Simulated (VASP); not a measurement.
```xyz
3
Lattice="1.5241 -2.6398 0.0000 1.5241 2.6398 0.0000 0.0000 0.0000 3.2183" Properties=species:S:1:pos:R:3 pbc="T T T"
Ti     0.0000     0.0000     0.0000
B      1.5241     0.8799     1.6092
B      1.5241    -0.8799     1.6092
```

These are PBEsol GGA, VASP's PBE PAW potentials (set 64) (plane waves; VASP) values and carry that method's errors. Numerical set-up: 600 eV cut-off, 12×12×10 Γ-centred mesh, first-order Methfessel-Paxton smearing of 0.10 eV, potentials Ti_sv B.

Problem. Give the stress tensor in GPa (positive for a compressed cell).

Solution. 
```
-7.88   0.00   0.00
 0.00  -7.88   0.00
 0.00   0.00  -6.53
```
The pressure is its mean diagonal, -7.43 GPa.

The compound is TiB2 in the AlB2 type structure. This cell was strained or had an atom moved on purpose.
